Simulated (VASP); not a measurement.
Calculation: PBEsol GGA, VASP's PBE PAW potentials (set 64) (plane waves; VASP).

The input files of a VASP run:

**KPOINTS**
```
Regular mesh
0
Gamma
 5 5 8
0 0 0
```

**INCAR**
```
SYSTEM = Be4SSe3
PREC = Accurate
ENCUT = 400
EDIFF = 1E-7
NELM = 100
ALGO = Normal
LREAL = .FALSE.
LASPH = .TRUE.
ISMEAR = -5
GGA = PS
LMAXMIX = 4
LWAVE = .FALSE.
LCHARG = .TRUE.
LORBIT = 11
NEDOS = 601
ISIF = 2
LEFG = .TRUE.
```

File POSCAR:
```
Be4SSe3
1
    0.0015989797     5.0641519216     5.0570357579
    5.0641519216     0.0015989797     5.0570357579
    2.5328754507     2.5328754507     0.0000000000
Be Se S
4 3 1
Direct
  0.9996737388   0.9996737388   0.0006525224
  0.9884330115   0.5044912277   0.0070757607
  0.5044912277   0.9884330115   0.0070757607
  0.5074485496   0.5074485496   0.9851029009
  0.1251144411   0.1251144411   0.2497711179
  0.1251086090   0.6246733406   0.2502180504
  0.6246733406   0.1251086090   0.2502180504
  0.6250570818   0.6250570818   0.2498858365
```

POTCAR, in this order: Be Se S (PBE.64 set). Program: vasp_std.

Output of the run:

**OSZICAR**
```
       N       E                     dE             d eps       ncg     rms          rms(c)
DAV:   1     0.124562695382E+03    0.12456E+03   -0.11650E+04  2646   0.106E+03
DAV:   2    -0.292284076299E+02   -0.15379E+03   -0.14661E+03  3786   0.194E+02
DAV:   3    -0.392534009173E+02   -0.10025E+02   -0.99682E+01  3314   0.570E+01
DAV:   4    -0.394280435359E+02   -0.17464E+00   -0.17432E+00  3452   0.881E+00
DAV:   5    -0.394314600390E+02   -0.34165E-02   -0.34144E-02  3257   0.111E+00    0.785E+00
DAV:   6    -0.389810441636E+02    0.45042E+00   -0.31830E-01  3241   0.274E+00    0.490E+00
DAV:   7    -0.388097479319E+02    0.17130E+00   -0.43793E-01  3136   0.330E+00    0.825E-01
DAV:   8    -0.388099287459E+02   -0.18081E-03   -0.19353E-02  3304   0.817E-01    0.300E-01
DAV:   9    -0.388101752630E+02   -0.24652E-03   -0.30991E-03  3226   0.311E-01    0.982E-02
DAV:  10    -0.388101972986E+02   -0.22036E-04   -0.10477E-04  3282   0.754E-02    0.494E-02
DAV:  11    -0.388102594415E+02   -0.62143E-04   -0.16607E-04  3284   0.710E-02    0.309E-02
DAV:  12    -0.388102524318E+02    0.70097E-05   -0.36342E-05  3650   0.397E-02    0.108E-02
DAV:  13    -0.388102546842E+02   -0.22523E-05   -0.11524E-05  3246   0.183E-02    0.389E-03
DAV:  14    -0.388102548976E+02   -0.21344E-06   -0.52994E-07  3266   0.492E-03    0.152E-03
DAV:  15    -0.388102549329E+02   -0.35285E-07   -0.13433E-07  2228   0.233E-03
   1 F= -.38810255E+02 E0= -.38810255E+02  d E =0.000000E+00
```

### OUTCAR
```
------------------------ aborting loop because EDIFF is reached ----------------------------------------
  FORCE on cell =-STRESS in cart. coord.  units (eV):
  Direction    XX          YY          ZZ          XY          YZ          ZX
  --------------------------------------------------------------------------------------
  Total       -0.0192578     -0.0192578      0.0603412     -0.0216649     -0.0000000     -0.0000000
  in kB       -0.2379070     -0.2379070      0.7454445     -0.2676446     -0.0000000     -0.0000000
  external PRESSURE =       0.0898768 kB  Pullay stress =       0.0000000 kB
  volume of cell :      129.69
      direct lattice vectors                 reciprocal lattice vectors
     0.001598980  5.064151922  5.057035758    -0.098764399  0.098764399  0.098872150
     5.064151922  0.001598980  5.057035758     0.098764399 -0.098764399  0.098872150
     2.532875451  2.532875451  0.000000000     0.197404100  0.197404100 -0.197744301
 POSITION                                       TOTAL-FORCE (eV/Angst)
 -----------------------------------------------------------------------------------
      5.06575      5.06575     10.11077         0.000000      0.000000     -0.014269
      2.57432      5.02430      7.54977         0.006846     -0.006846      0.001569
      5.02430      2.57432      7.54977        -0.006846      0.006846      0.001569
      5.06575      5.06575      5.13237         0.000000      0.000000     -0.005574
      1.26644      1.26644      1.26542        -0.000000     -0.000000      0.009475
      3.79741      1.26834      3.79167        -0.004270      0.004270      0.003941
      1.26834      3.79741      3.79167         0.004270     -0.004270      0.003941
      3.79931      3.79931      6.32187         0.000000      0.000000     -0.000652
 -----------------------------------------------------------------------------------
    total drift:                                0.000001      0.000001     -0.000002
  FREE ENERGIE OF THE ION-ELECTRON SYSTEM (eV)
  ---------------------------------------------------
  free  energy   TOTEN  =       -38.8102549329 eV

  energy  without entropy=      -38.8102549329  energy(sigma->0) =      -38.81025493

 total charge

# of ion       s       p       d       tot
------------------------------------------
    1        0.391   0.654   0.000   1.045
    2        0.381   0.625   0.000   1.005
    3        0.381   0.625   0.000   1.005
    4        0.370   0.593   0.000   0.963
    5        1.425   2.535   0.034   3.994
    6        1.425   2.530   0.033   3.988
    7        1.425   2.530   0.033   3.988
    8        1.300   2.475   0.000   3.775
--------------------------------------------------
tot          7.098  12.567   0.099  19.764

 Electric field gradients after diagonalization (V/A^2)
 (convention: |V_zz| > |V_xx| > |V_yy|)
----------------------------------------------------------------------
 ion       V_xx      V_yy      V_zz     asymmetry (V_yy - V_xx)/ V_zz
----------------------------------------------------------------------
   1       0.023     0.023    -0.045       0.002
   2       0.313     0.196    -0.509       0.229
   3       0.313     0.196    -0.509       0.229
   4       0.368     0.082    -0.450       0.636
   5     -13.607    -5.938    19.544       0.392
   6     -17.811    -6.001    23.813       0.496
   7     -17.811    -6.001    23.813       0.496
   8      -6.514    -2.678     9.192       0.417
```
(Selected blocks of OUTCAR.)

The structure was generated: Be4SSe3 was put into an ordered model structure (Amm2), which need not be its known phase. It was relaxed first.
